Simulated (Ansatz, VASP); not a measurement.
# Two plane-wave programs on NbB2

File INCAR:

```
SYSTEM = NbB2
PREC     = Accurate       ! precision mode
ENCUT    = 520            ! plane-wave cutoff, eV
EDIFF    = 1E-6           ! SCF threshold, eV
ISMEAR   = 0              ! smearing method
SIGMA    = 0.15           ! smearing width, eV
LREAL    = .FALSE.        ! projectors in reciprocal space
LASPH    = .TRUE.         ! aspherical terms in the spheres
NELM     = 80             ! most SCF steps
ALGO     = Normal         ! electronic algorithm
ISIF     = 2              ! what is computed and relaxed
LWAVE    = .FALSE.        ! write WAVECAR
LCHARG   = .TRUE.         ! write CHGCAR
GGA      = CA             ! functional
LELF     = .TRUE.         ! ELF
LVHAR    = .TRUE.       
NBANDS   = 16             ! bands
```

The input KPOINTS:

```
Automatic mesh
0
G
  18 18 14
  0 0 0
```

POSCAR

```
NbB2
1.0
    3.1487804992      0.0000000000      0.0000000000
   -1.5743902496      2.7269239032      0.0000000000
    0.0000000000      0.0000000000      3.1992886370
Nb B
1 2
Direct
    0.0000000000      0.0000000000      0.0000000000
    0.3333333333      0.6666666667      0.5000000000
    0.6666666667      0.3333333333      0.5000000000
```

Input for Ansatz:

```yaml
crystal:
  lattice:
    - [3.1487804992, 0.0, 0.0]
    - [-1.5743902496, 2.7269239032, 0.0]
    - [0.0, 0.0, 3.199288637]
  atoms:
    - { symbol: Nb, position: [0.0, 0.0, 0.0] }
    - { symbol: B, position: [0.3333333333, 0.6666666667, 0.5] }
    - { symbol: B, position: [0.6666666667, 0.3333333333, 0.5] }
basis:
  ecutwfc: 420
kpoints:
  mp_grid: { grid: [18, 18, 14] }
hamiltonian:
  xc: lda
scf:
  occupations: { method: gaussian, width: 0.15 }
output:
  forces: true
  stress: true
  eigenvalues: true
```

Change from the starting cell: strain +0.025 along x and y, -0.025 along z, atoms carried along.

Alike in both runs: task single point; functional LDA; k mesh 18 × 18 × 14; occupations gaussian, width 0.15 eV; no spin polarisation.

```csv
,VASP,Ansatz
version,VASP 6.6.1,Ansatz 0.2.0
potentials or method,"VASP PAW LDA potentials, release 64 (Nb_sv, B)","scalar-relativistic, plane waves, PAW"
plane-wave cutoff (eV),520,420
valence electrons in the cell,19,19
```

|  | VASP | Ansatz | Ansatz less VASP |
| --- | --- | --- | --- |
| gap on the k mesh at the Fermi level (eV) | none | none | - |
| pressure (GPa) | -7.8 | -7.8 | -0.03 |
| largest component of the traceless stress (GPa) | 10.01 | 10.10 | +0.097 |

A gap of «none» marks a metal or a gap that the smearing closes.
